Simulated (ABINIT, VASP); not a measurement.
An input for ABINIT (PBEsol, PAW (JTH v2.0 PBE PAW, files made for PBE)):

```
# SrZn5, JTH v2.0 PBE PAW
pp_dirpath "./"
pseudos "Sr.GGA_PBE-JTH.xml, Zn.GGA_PBE-JTH.xml"
acell 3*1.0
rprim
        10.1602345327   -0.0000002509    0.0000000000
        -5.0801170491    8.7990213391    0.0000000000
         0.0000000000    0.0000000000    7.7754463254
natom 6
ntypat 2
znucl 38 30
typat 1 2 2 2 2 2
xcart
         0.0000000000    0.0000000000    0.0000000000
         5.0801173388    2.9330069458    0.0000000000
         0.0000001448    5.8660141425    0.0000000000
         5.0801172663   -0.0000001254    3.8877231627
         2.5400587418    4.3995105441    3.8877231627
        -2.5400585245    4.3995106696    3.8877231627
ecut 816 eV
pawecutdg 1633 eV
pawxcdev 0
ixc -116133
occopt 3
tsmear 0.00367493
nband 45
kptopt 1
ngkpt 5 5 5
nshiftk 1
shiftk 0 0 0
nstep 50
toldfe 1.0e-09
prtwf 0
prtden 0
prtvol 1
```

**Question.** Translate it to VASP.

**Answer.** One set of files that does it:

### POSCAR
```
SrZn5
5.3765640
  1.0000000000   0.0000000000   0.0000000000
 -0.5000000000   0.8660255881   0.0000000000
  0.0000000000   0.0000000000   0.7652822509
Sr Zn
1 5
Cartesian
  0.0000000000   0.0000000000   0.0000000000
  0.5000005000   0.2886749074   0.0000000000
 -0.0000005000   0.5773506807   0.0000000000
  0.5000000000   0.0000000000   0.3826411254
  0.2500000000   0.4330127940   0.3826411254
 -0.2500000000   0.4330127940   0.3826411254
```

KPOINTS:
```
Automatic mesh
0
Gamma
5 5 5
0 0 0
```

INCAR:
```
# general
SYSTEM   =  SrZn5
PREC     =  Accurate
ENCUT    =  300
LREAL    =  .False.
LASPH    =  .True.

# electronic loop
EDIFF    =  1E-6
NELM     =  100
ALGO     =  Normal
LMAXMIX  =  4

# smearing
ISMEAR   =  -1
SIGMA    =  0.1

# functional
GGA      =  PS

# ions
ISIF     =  2

# output
LWAVE    =  .False.
LCHARG   =  .False.
```

POTCAR, in this order: Sr_sv Zn (PBE.64 set). Program: vasp_std.

Both are inputs of real runs that ended normally. What can't carry over is the choice of potentials or basis and its cut-off, and each code's defaults.

The structure comes from a computed database's SrZn5 entry (P6/mmm); how it stands against other phases isn't given here. The cell was not relaxed at this level, and its volume differs by -5.9 % from the start's.
